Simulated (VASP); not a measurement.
The system is SrGaI3.

```
Sr Ga I
1.0
     5.44141    0.00000    0.00000
     0.00000    5.44141    0.00000
     0.00000    0.00000    5.44141
Sr Ga I
1 1 3
Cartesian
  2.7207 2.7207 2.7207
  0.0000 0.0000 0.0000
  2.7207 0.0000 0.0000
  0.0000 2.7207 0.0000
  0.0000 0.0000 2.7207
```

The cell was built by a generator and needn't be a form met in nature.

| Property | Result |
| --- | --- |
| Program | VASP 6.6.1 |
| Task | relaxation of cell and atoms |
| Functional | PBE |
| Potentials or basis | VASP PAW PBE potentials, release 64 (Sr_sv, Ga_d, I) |
| Cutoff | 600 eV |
| k mesh | 4 × 4 × 4 |
| Occupations | gaussian, width 0.1 eV |
| Spin | no spin polarisation |

At the start: pressure 7.2 GPa; volume 32.22 Å³/atom.

Question: How do energy, volume and symmetry change on relaxing?

Answer: Over 4 steps the energy falls by 160.2 meV/atom and the volume is 41.36 Å³/atom (+28.4 %); space group Pm-3m (No. 221, to 0.05 Å).

Step by step:
| step | energy change (eV) | largest force (eV/Å) | pressure (GPa) | volume (Å³) |
| --- | --- | --- | --- | --- |
| 1 | 0.0000 | 0.0000 | 7.23 | 161.11 |
| 2 | -0.7775 | 0.0000 | 0.83 | 197.46 |
| 3 | -0.7848 | 0.0000 | -0.61 | 214.51 |
| 4 | -0.8008 | 0.0000 | -0.02 | 206.79 |

Final structure:
```yaml
crystal:
  lattice:
    - [5.91350, 0.00000, 0.00000]
    - [0.00000, 5.91350, 0.00000]
    - [0.00000, 0.00000, 5.91350]
  atoms:
    - { symbol: Sr, position: [0.50000, 0.50000, 0.50000] }
    - { symbol: Ga, position: [0.00000, 0.00000, 0.00000] }
    - { symbol: I, position: [0.50000, 0.00000, 0.00000] }
    - { symbol: I, position: [0.00000, 0.50000, 0.00000] }
    - { symbol: I, position: [0.00000, 0.00000, 0.50000] }
```

Caveat: the volume moved by over 15 % at a fixed basis, so the end points are rough.
